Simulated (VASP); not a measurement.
Crystal: BeCdO2.

```
CELL_PARAMETERS angstrom
3.83410 0.00000 0.00000
-1.91705 3.32043 0.00000
0.00000 0.00000 3.80659
ATOMIC_POSITIONS crystal
Be 0.00000 0.00000 0.00000
Cd 0.00000 0.00000 0.50000
O 0.33333 0.66667 0.50000
O 0.66667 0.33333 0.50000
```

The cell was built by a generator and needn't be a form met in nature.

| Quantity | Value |
| --- | --- |
| Program | VASP 6.6.1 |
| Task | relaxation of cell and atoms |
| Functional | PBE |
| Potentials or basis | VASP PAW PBE potentials, release 64 (Be, Cd, O) |
| Cutoff | 520 eV |
| k mesh | 5 × 5 × 4 |
| Occupations | gaussian, width 0.15 eV |
| Spin | no spin polarisation |

At the start: pressure 37.9 GPa; volume 12.12 Å³/atom.

Q: Where does the relaxation end?

A: Over 7 steps the energy falls by 565.9 meV/atom and the volume is 16.11 Å³/atom (+33.0 %); space group P6/mmm (No. 191, to 0.05 Å).

The path:
```
step  energy change (eV)  largest force (eV/Å)  pressure (GPa)  volume (Å³)
   1              0.0000                0.0000           37.89        48.46
   2             -2.0887                0.0000           -7.92        70.90
   3             -2.2024                0.0000           -1.29        65.11
   4             -2.2046                0.0000           -2.27        65.88
   5             -2.2629                0.0000            0.52        64.20
   6             -2.2630                0.0000            0.27        64.14
   7             -2.2635                0.0000           -0.02        64.45
```

Final structure:
```yaml
crystal:
  lattice:
    - [3.98468, 0.00000, 0.00000]
    - [-1.99234, 3.45084, 0.00000]
    - [0.00000, 0.00000, 4.68686]
  atoms:
    - { symbol: Be, position: [0.00000, 0.00000, 0.00000] }
    - { symbol: Cd, position: [0.00000, 0.00000, 0.50000] }
    - { symbol: O, position: [0.33333, 0.66667, 0.50000] }
    - { symbol: O, position: [0.66667, 0.33333, 0.50000] }
```

Caveat: the k mesh is coarse (spacing up to 0.41 Å⁻¹), so the values aren't converged; the volume moved by over 15 % at a fixed basis, so the end points are rough.
